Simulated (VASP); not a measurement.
# Be4TeSe3 (P-4m2) in VASP: density of states with PBE

Aim: the density of states of Be4TeSe3 with PBE.

Program: VASP 6.6.1. These are calculated values, not measurements. Logs are shortened: lines on timing, memory, paths and dates and some standing lists are left out, and cuts for length are marked.

**1. Starting point**

Symmetry: P-4m2, No. 115, tetragonal system. The conventional cell has a = 3.758 Å, b = 3.758 Å, c = 10.589 Å, α = 90.00°, β = 90.00°, γ = 90.00°. Around Be (site symmetry 2mm) lie 4 Se at 2.27 Å. Be (site symmetry 2mm) has 2 Se at 2.26 Å and 2 Te at 2.40 Å as nearest neighbours. Around Te (site symmetry -4m2) lie 4 Be at 2.40 Å. Se (site symmetry 2mm) has 4 Be at 2.26 to 2.27 Å as nearest neighbours. Se (site symmetry -4m2) has 4 Be at 2.27 Å as nearest neighbours.

The cell was built by a generator and needn't be a form met in nature.

**2. Density of states, PBE**

The input, POSCAR:

```
Be4TeSe3                                
1.0
    3.7577622826      0.0000000000     -0.0000000000
    0.0000000000      3.7577622826      0.0000000000
    0.0000000000      0.0000000000     10.5893248027
  Be              Te              Se            
     4     1     3
Direct
     0.5000000000000000    1.0000000000000000    0.3801762280946434
     1.0000000000000000    0.5000000000000000    0.6198237719053565
     1.0000000000000000    0.5000000000000000    0.1408403089236282
     0.5000000000000000    1.0000000000000000    0.8591596910763718
     0.0000000000000000    1.0000000000000000    0.0000000000000000
     0.5000000000000000    0.5000000000000000    0.2601667751164236
     1.0000000000000000    1.0000000000000000    0.5000000000000000
     0.5000000000000000    0.5000000000000000    0.7398332248835764
```

The input, INCAR.step1:

```
SYSTEM = Be4TeSe3
PREC = Accurate
ENCUT = 520
EDIFF = 1E-6
ISMEAR = 0
SIGMA = 0.03
LREAL = .FALSE.
LASPH = .TRUE.
NELM = 80
ALGO = Normal
ISIF = 2
LWAVE = .FALSE.
LCHARG = .TRUE.
GGA = PE
NBANDS = 26
KPAR = 4
```

The input, KPOINTS.step1:

```
Automatic mesh
0
G
  6 6 4
  0 0 0
```

The input, INCAR.step2:

```
SYSTEM = Be4TeSe3
PREC = Accurate
ENCUT = 520
EDIFF = 1E-6
ISMEAR = -5
SIGMA = 0.03
LREAL = .FALSE.
LASPH = .TRUE.
NELM = 80
ALGO = Normal
ISIF = 2
LWAVE = .FALSE.
LCHARG = .FALSE.
GGA = PE
LORBIT = 11
NBANDS = 26
KPAR = 4
NEDOS = 1001
ICHARG = 11
```

The input, KPOINTS.step2:

```
Automatic mesh
0
G
  9 9 6
  0 0 0
```

Potentials or basis: VASP PAW PBE potentials, release 64 (Be, Te, Se).

The run is started by

```
> cat potpaw_PBE.64/Be/POTCAR potpaw_PBE.64/Te/POTCAR potpaw_PBE.64/Se/POTCAR > POTCAR
> cp INCAR.step1 INCAR
> cp KPOINTS.step1 KPOINTS
> mpirun -np 4 vasp_std > vasp.out
> cp INCAR.step2 INCAR
> cp KPOINTS.step2 KPOINTS
> mpirun -np 4 vasp_std > vasp.out
```

OUTCAR:

```text
SYSTEM = Be4TeSe3
   PREC = Accurate
   ENCUT = 520
   EDIFF = 1E-6
   ISMEAR = -5
   LREAL = .FALSE.
   LASPH = .TRUE.
   NELM = 80
   ISIF = 2
   GGA = PE
   LORBIT = 11
   ICHARG = 11

 ion  position               nearest neighbor table
   1  0.500  0.000  0.380-   7 2.27   7 2.27   6 2.27   6 2.27
   2  0.000  0.500  0.620-   7 2.27   7 2.27   8 2.27   8 2.27
   3  0.000  0.500  0.141-   6 2.26   6 2.26   5 2.40   5 2.40
   4  0.500  0.000  0.859-   8 2.26   8 2.26   5 2.40   5 2.40
   5  0.000  0.000  0.000-   3 2.40   4 2.40   3 2.40   4 2.40
   6  0.500  0.500  0.260-   3 2.26   3 2.26   1 2.27   1 2.27
   7  0.000  0.000  0.500-   1 2.27   2 2.27   2 2.27   1 2.27
   8  0.500  0.500  0.740-   4 2.26   4 2.26   2 2.27   2 2.27

  LATTYP: Found a simple tetragonal cell.
 ALAT       =     3.7577622826
 C/A-ratio  =     2.8179868779

  Lattice vectors:

 A1 = (   3.7577622826,   0.0000000000,   0.0000000000)
 A2 = (   0.0000000000,   3.7577622826,   0.0000000000)
 A3 = (   0.0000000000,   0.0000000000,  10.5893248027)

Analysis of symmetry for initial positions (statically):
=====================================================================
 Subroutine PRICEL returns:
 Original cell was already a primitive cell.

 Routine SETGRP: Setting up the symmetry group for a
 simple tetragonal supercell.

 Subroutine GETGRP returns: Found  8 space group operations
 (whereof  8 operations were pure point group operations)
 out of a pool of 16 trial point group operations.

The static configuration has the point symmetry D_2d.

Analysis of symmetry for dynamics (positions and initial velocities):
=====================================================================
 Subroutine PRICEL returns:
 Original cell was already a primitive cell.

 Routine SETGRP: Setting up the symmetry group for a
 simple tetragonal supercell.

 Subroutine GETGRP returns: Found  8 space group operations
 (whereof  8 operations were pure point group operations)
 out of a pool of 16 trial point group operations.

The dynamic configuration has the point symmetry D_2d.

 Subroutine INISYM returns: Found  8 space group operations
 (whereof  8 operations are pure point group operations),
 and found     1 'primitive' translations

----------------------------------------------------------------------------------------

                                     Primitive cell

  volume of cell :     149.5295

  direct lattice vectors                    reciprocal lattice vectors
     3.757762283  0.000000000  0.000000000     0.266115822  0.000000000  0.000000000
     0.000000000  3.757762283  0.000000000     0.000000000  0.266115822  0.000000000
     0.000000000  0.000000000 10.589324803     0.000000000  0.000000000  0.094434727

  length of vectors
     3.757762283  3.757762283 10.589324803     0.266115822  0.266115822  0.094434727

  position of ions in fractional coordinates (direct lattice)
     0.500000000  0.000000000  0.380176228
     0.000000000  0.500000000  0.619823772
     0.000000000  0.500000000  0.140840309
     0.500000000  0.000000000  0.859159691
     0.000000000  0.000000000  0.000000000
     0.500000000  0.500000000  0.260166775
     0.000000000  0.000000000  0.500000000
     0.500000000  0.500000000  0.739833225

  ion indices of the primitive-cell ions
   primitive index   ion index
                 1           1
                 2           2
                 3           3
                 4           4
                 5           5
                 6           6
                 7           7
                 8           8

----------------------------------------------------------------------------------------

 KPOINTS: Automatic mesh

Automatic generation of k-mesh.
 Grid dimensions read from file:
 generate k-points for:    9    9    6

 Generating k-lattice:

  Cartesian coordinates                     Fractional coordinates (reciprocal lattice)
     0.029568425  0.000000000  0.000000000     0.111111111  0.000000000  0.000000000
     0.000000000  0.029568425  0.000000000     0.000000000  0.111111111  0.000000000
     0.000000000  0.000000000  0.015739121     0.000000000  0.000000000  0.166666667

  Length of vectors
     0.029568425  0.029568425  0.015739121

  Shift w.r.t. Gamma in fractional coordinates (k-lattice)
     0.000000000  0.000000000  0.000000000

 TETIRR: Found    723 inequivalent tetrahedra from     2916

 Subroutine IBZKPT returns following result:
 ===========================================

 Found     60 irreducible k-points:

 Following reciprocal coordinates:
            Coordinates               Weight
  0.000000  0.000000  0.000000      1.000000
  0.111111  0.000000  0.000000      4.000000
  0.222222  0.000000  0.000000      4.000000
  0.333333  0.000000  0.000000      4.000000
  0.444444  0.000000  0.000000      4.000000
  0.111111  0.111111  0.000000      4.000000
[... 16 lines left out ...]
  0.333333  0.111111  0.166667     16.000000
  0.444444  0.111111  0.166667     16.000000
 [... further k-points ...]
   k-points           NKPTS =     60   k-points in BZ     NKDIM =     60   number of bands    NBANDS=     26
   number of dos      NEDOS =   1001   number of ions     NIONS =      8
   total plane-waves  NPLWV =  62720
   dimension x,y,z NGX =    28 NGY =   28 NGZ =   80
   dimension x,y,z NGXF=    56 NGYF=   56 NGZF=  160
   ions per type =               4   1   3
   NGX,Y,Z   is equivalent  to a cutoff of  12.39, 12.39, 12.56 a.u.
   NGXF,Y,Z  is equivalent  to a cutoff of  24.77, 24.77, 25.12 a.u.
 SYSTEM =  Be4TeSe3
   PREC   = accura    normal or accurate (medium, high low for compatibility)
   ISTART =      0    job   : 0-new  1-cont  2-samecut
   ICHARG =     11    charge: 1-file 2-atom 10-const
   ISPIN  =      1    spin polarized calculation?
   LNONCOLLINEAR =      F non collinear calculations
   LSORBIT =      F    spin-orbit coupling
   LASPH  =      T    aspherical Exc in radial PAW
   ENCUT  =  520.0 eV  38.22 Ry    6.18 a.u.   6.99  6.99 19.69*2*pi/ulx,y,z
   NELM   =     80;   NELMIN=  2; NELMDL=  0     # of ELM steps
   EDIFF  = 0.1E-05   stopping-criterion for ELM
   LREAL  =      F    real-space projection
   EDIFFG = 0.1E-04   stopping-criterion for IOM
   NSW    =      0    number of steps for IOM
   IBRION =     -1    ionic relax: 0-MD 1-quasi-New 2-CG
   NFREE  =      0    steps in history (QN), initial steepest desc. (CG)
   ISIF   =      2    stress and relaxation
   ISYM   =      2    0-nonsym 1-usesym 2-fastsym
   POTIM  = 0.5000    time-step for ionic-motion
   TEBEG  =    0.0;   TEEND  =   0.0 temperature during run
   PSTRESS=    0.0 pullay stress
   NELECT =      32.0000    total number of electrons
   NUPDOWN=      -1.0000    fix difference up-down
   EMIN   =  10.00;   EMAX   =-10.00  energy-range for DOS
   EFERMI =   0.00;   METHOD = LEGACY
   ISMEAR =    -5;   SIGMA  =   0.03  broadening in eV -4-tet -1-fermi 0-gaus
   EFERMI_NEDOS =   21; number of points for ismear=-14 and -15
   IALGO  =     38    algorithm
   IMIX   =      4    mixing-type and parameters
     AMIX     =   0.40;   BMIX     =  1.00
     AMIX_MAG =   1.60;   BMIX_MAG =  1.00
  volume/ion in A,a.u.               =      18.69       126.13
  Fermi-wavevector in a.u.,A,eV,Ry     =   0.979225  1.850467 13.046379  0.958882
  Thomas-Fermi vector in A             =   2.110062
   LORBIT       =     11    0 simple, 1 ext, 2 COOP (PROOUT), +10 PAW based schemes
   GGA     = PE    functional components
   LHFCALC =     F    Hartree Fock is set to
   AEXX    =    0.0000 exact exchange contribution
   IVDW    =     0    specifies the selected vdW correction
   LEPSILON=     F    determine dielectric tensor
   LRPA    =     F    only Hartree local field effects (RPA)
 non-spin polarized calculation
 Fermi weights with tetrahedron method with Bloechl corrections
  energy-cutoff  :      520.00
  volume of cell :      149.53
 maximum number of plane-waves:      4050
 NGX is ok and might be reduce to    28

 number of electron      31.9999999 magnetization

 Free energy of the ion-electron system (eV)
  ---------------------------------------------------
  ext. energy  EPLUGINS =         0.00000000
  ---------------------------------------------------
  free energy    TOTEN  =       -33.97911601 eV

  energy without entropy =      -33.97911601  energy(sigma->0) =      -33.97911601

 E-fermi :   3.9375     XC(G=0):  -9.2486

 val. band max:        3.9320947792   @ k =   0.0000   0.0000   0.0000
 cond. band min:       6.0790899086   @ k =   0.0000   0.0000   0.0000
 fundamental gap:      2.1469951294
 Fermi energy:         3.9374853195

 k-point     1 :       0.0000    0.0000    0.0000
  band No.  band energies     occupation
      1      -9.8967      2.00000
      2      -9.3169      2.00000
      3      -8.7772      2.00000
      4      -7.2534      2.00000
      5      -1.2693      2.00000
      6       0.7334      2.00000
[... 18 lines left out ...]
     25       9.0098      0.00000
     26       9.2339      0.00000

 k-point     2 :       0.1111    0.0000    0.0000
  band No.  band energies     occupation
      1      -9.8272      2.00000
      2      -9.2680      2.00000
      3      -8.7466      2.00000
      4      -7.2066      2.00000
      5      -1.1826      2.00000
      6       0.2712      2.00000
[... 18 lines left out ...]
     25       9.3227      0.00000
[... 608 lines left out ...]
     25      10.1743      0.00000
     26      10.3965      0.00000

 k-point    24 :       0.4444    0.1111    0.1667
  band No.  band energies     occupation
      1      -8.9708      2.00000
      2      -8.8243      2.00000
      3      -8.7303      2.00000
      4      -6.7224      2.00000
      5      -1.7330      2.00000
      6      -1.5834      2.00000
[... 18 lines left out ...]
     25       9.7795      0.00000
     26       9.9475      0.00000

 [... further k-points ...]

------------------------ aborting loop because EDIFF is reached ----------------------------------------

  FORCE on cell =-STRESS in cart. coord.  units (eV):
  Direction    XX          YY          ZZ          XY          YZ          ZX
  --------------------------------------------------------------------------------------
  -------------------------------------------------------------------------------------
  Total       -0.0506282     -0.0506282     -0.0081226      0.0000000      0.0000000      0.0000000
  in kB       -0.5424709     -0.5424709     -0.0870319      0.0000000      0.0000000      0.0000000
  external PRESSURE =      -0.3906579 kB  Pullay stress =       0.0000000 kB

 VOLUME and BASIS-vectors are now :
 -----------------------------------------------------------------------------
  energy-cutoff  :      520.00
  volume of cell :      149.53
      direct lattice vectors                 reciprocal lattice vectors
     3.757762283  0.000000000  0.000000000     0.266115822  0.000000000  0.000000000
     0.000000000  3.757762283  0.000000000     0.000000000  0.266115822  0.000000000
     0.000000000  0.000000000 10.589324803     0.000000000  0.000000000  0.094434727

 POSITION                                       TOTAL-FORCE (eV/Angst)
 -----------------------------------------------------------------------------------
      1.87888      0.00000      4.02581         0.000000      0.000000      0.002269
      0.00000      1.87888      6.56352         0.000000     -0.000000     -0.002269
      0.00000      1.87888      1.49140         0.000000      0.000000      0.005582
      1.87888      0.00000      9.09792         0.000000      0.000000     -0.005582
      0.00000      0.00000      0.00000         0.000000      0.000000      0.000000
      1.87888      1.87888      2.75499         0.000000     -0.000000     -0.002713
      0.00000      0.00000      5.29466         0.000000      0.000000      0.000000
      1.87888      1.87888      7.83433         0.000000     -0.000000      0.002713
 -----------------------------------------------------------------------------------
    total drift:                                0.000000      0.000000      0.000000

  FREE ENERGIE OF THE ION-ELECTRON SYSTEM (eV)
  ---------------------------------------------------
  free  energy   TOTEN  =       -33.9791160136 eV

  energy  without entropy=      -33.9791160136  energy(sigma->0) =      -33.97911601

 total charge

# of ion       s       p       d       tot
------------------------------------------
    1        0.367   0.560   0.000   0.927
    2        0.367   0.560   0.000   0.927
    3        0.375   0.589   0.000   0.964
    4        0.375   0.589   0.000   0.964
    5        1.331   2.185   0.036   3.552
    6        1.424   2.487   0.029   3.941
    7        1.424   2.493   0.028   3.946
    8        1.424   2.487   0.029   3.941
--------------------------------------------------
tot          7.089  11.951   0.123  19.162
```

It took 39 s on 4 MPI ranks of Intel Xeon Platinum 8488C (Sapphire Rapids), shared host; peak memory 0.36 GiB.

Results:

```yaml
Valence_electrons_inside_the_program's_atomic_spheres: Be 0.93, 0.96; Te 3.55; Se 3.94, 3.95
```

States per cell in windows of 1 eV (zero at the valence-band top; states under -8 eV left out):
| from (eV) | total | Se6_p | Se8_p | Se7_p | Te5_p | Be3_p | Be4_p |
| --- | --- | --- | --- | --- | --- | --- | --- |
| -8.0 | 0.00 | 0.00 | 0.00 | 0.00 | 0.00 | 0.00 | 0.00 |
| -7.0 | 0.00 | 0.00 | 0.00 | 0.00 | 0.00 | 0.00 | 0.00 |
| -6.0 | 2.71 | 0.23 | 0.23 | 0.31 | 0.09 | 0.02 | 0.02 |
| -5.0 | 4.23 | 0.40 | 0.40 | 0.31 | 0.29 | 0.04 | 0.04 |
| -4.0 | 4.42 | 0.49 | 0.49 | 0.44 | 0.25 | 0.08 | 0.08 |
| -3.0 | 6.36 | 0.72 | 0.72 | 0.76 | 0.50 | 0.18 | 0.18 |
| -2.0 | 4.72 | 0.52 | 0.52 | 0.58 | 0.59 | 0.16 | 0.16 |
| -1.0 | 1.67 | 0.13 | 0.13 | 0.09 | 0.48 | 0.07 | 0.07 |
| 0.0 | 0.00 | 0.00 | 0.00 | 0.00 | 0.00 | 0.00 | 0.00 |
| 1.0 | 0.00 | 0.00 | 0.00 | 0.00 | 0.00 | 0.00 | 0.00 |
| 2.0 | 0.50 | 0.00 | 0.00 | 0.00 | 0.00 | 0.02 | 0.02 |
| 3.0 | 3.56 | 0.03 | 0.03 | 0.03 | 0.03 | 0.14 | 0.14 |
| 4.0 | 5.23 | 0.08 | 0.08 | 0.06 | 0.06 | 0.23 | 0.23 |
| 5.0 | 6.73 | 0.18 | 0.18 | 0.16 | 0.16 | 0.30 | 0.30 |
| 6.0 | 3.24 | 0.11 | 0.11 | 0.10 | 0.07 | 0.15 | 0.15 |
| 7.0 | 0.68 | 0.02 | 0.02 | 0.03 | 0.02 | 0.03 | 0.03 |

Spin-orbit coupling is left out, which matters for the levels of Te.
